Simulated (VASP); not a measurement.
HfIn4SiO6:

```
Hf In Si O
1.0
     5.19404   -0.07060    0.05264
    -2.65816    4.46122   -0.02011
     0.10545    0.01437   10.43654
Hf In Si O
1 4 1 6
Direct
  0.99798 0.00783 0.00020
  0.99727 0.01111 0.66585
  0.99666 0.99527 0.34065
  0.67461 0.33101 0.78353
  0.66520 0.33873 0.21150
  0.33270 0.65797 0.99793
  0.30789 0.38258 0.89701
  0.64127 0.69752 0.09916
  0.63757 0.94576 0.89744
  0.04730 0.36310 0.11011
  0.06103 0.68026 0.89443
  0.31274 0.93925 0.09728
```

The cell was built by a generator and needn't be a form met in nature.

```yaml
Program: VASP 6.6.1
Task: relaxation of cell and atoms
Functional: PBE
Potentials_or_basis: VASP PAW PBE potentials, release 64 (Hf_pv, In_d, Si, O)
Cutoff: 520 eV
k_mesh: 5 × 5 × 3
Occupations: gaussian, width 0.15 eV
Spin: no spin polarisation
```

At the start: pressure 0.4 GPa; volume 19.99 Å³/atom.

Where does the relaxation end?

Over 30 steps the energy falls by 29.3 meV/atom and the volume is 20.38 Å³/atom (+2.0 %); space group C2 (No. 5, to 0.05 Å).

The path:
| step | energy change (eV) | largest force (eV/Å) | pressure (GPa) | volume (Å³) |
| --- | --- | --- | --- | --- |
| 1 | 0.0000 | 1.8576 | 0.45 | 239.85 |
| 2 | -0.2394 | 1.2956 | -0.57 | 241.74 |
| 3 | -0.2773 | 0.5597 | -0.48 | 241.23 |
| 4 | -0.3198 | 0.2898 | 0.45 | 239.43 |
| 5 | -0.3213 | 0.2911 | 0.58 | 239.07 |
| 6 | -0.3364 | 0.1355 | -0.11 | 240.84 |
| 7 | -0.3364 | 0.1371 | -0.17 | 240.93 |
| 8 | -0.3417 | 0.0872 | -0.01 | 240.74 |
| 9 | -0.3422 | 0.1127 | 0.06 | 240.68 |
| 10 | -0.3447 | 0.0648 | 0.10 | 240.88 |
| 11 | -0.3451 | 0.0646 | 0.11 | 240.99 |
| 12 | -0.3466 | 0.0726 | -0.15 | 241.69 |
| 13 | -0.3467 | 0.0757 | -0.08 | 241.70 |
| 14 | -0.3480 | 0.0330 | 0.12 | 241.71 |
| 15 | -0.3480 | 0.0384 | 0.14 | 241.72 |
| 16 | -0.3489 | 0.0441 | 0.06 | 242.47 |
| 17 | -0.3487 | 0.1089 | -0.11 | 243.37 |
| 18 | -0.3489 | 0.0840 | -0.10 | 243.01 |
| 19 | -0.3490 | 0.0600 | -0.03 | 242.66 |
| 20 | -0.3490 | 0.0741 | -0.07 | 242.85 |
| 21 | -0.3495 | 0.0584 | -0.09 | 243.16 |
| 22 | -0.3499 | 0.0591 | -0.08 | 243.80 |
| 23 | -0.3505 | 0.0445 | 0.05 | 243.77 |
| 24 | -0.3506 | 0.0505 | 0.14 | 243.75 |
| 25 | -0.3510 | 0.0420 | 0.13 | 244.03 |
| 26 | -0.3510 | 0.0516 | 0.00 | 244.42 |
| 27 | -0.3511 | 0.0461 | 0.00 | 244.31 |
| 28 | -0.3514 | 0.0311 | 0.01 | 244.46 |
| 29 | -0.3515 | 0.0363 | -0.02 | 244.56 |
| 30 | -0.3516 | 0.0229 | 0.00 | 244.54 |

Final structure:
```
CELL_PARAMETERS angstrom
5.18103 -0.00436 0.01906
-2.59405 4.49124 0.00392
0.03771 0.03080 10.51460
ATOMIC_POSITIONS crystal
Hf 0.00116 0.00101 0.99989
In 0.00197 0.00758 0.66700
In 0.99610 0.99803 0.33345
In 0.67086 0.33699 0.79219
In 0.66358 0.33249 0.20734
Si 0.33399 0.66774 0.99933
O 0.31565 0.37027 0.89911
O 0.63022 0.68599 0.09957
O 0.63577 0.94719 0.89894
O 0.05223 0.36780 0.09929
O 0.05824 0.69013 0.89912
O 0.31244 0.94518 0.09986
```
